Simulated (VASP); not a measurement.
Given:

```yaml
crystal:
  lattice:
    - [0.00000, 2.79156, 2.79156]
    - [2.79156, 0.00000, 2.79156]
    - [2.79156, 2.79156, 0.00000]
  atoms:
    - { symbol: Al, position: [0.00000, 0.00000, 0.00000] }
    - { symbol: P, position: [0.25000, 0.25000, 0.25000] }
```

Method: AM05 GGA, VASP's PBE PAW potentials (set 64) (plane waves; VASP). Settings: 520 eV cut-off, 8×8×8 Γ-centred mesh, Gaussian smearing of 0.050 eV, potentials Al P.

Task: What does the run give for the energy per atom (σ→0), pressure, band gap (on the k-mesh) with the smallest direct gap where there is one?

Result: 
| Property | Result |
|---|---|
| band gap (on the k-mesh) | 1.64 eV |
| smallest direct gap (on the k-mesh) | 2.73 eV |
| energy per atom (σ→0) | -5.286 eV/atom |
| pressure | -4.41 GPa |

The compound is AlP in the zinc blende structure. This cell is one point of a volume scan, at 1.06 of the reference volume.
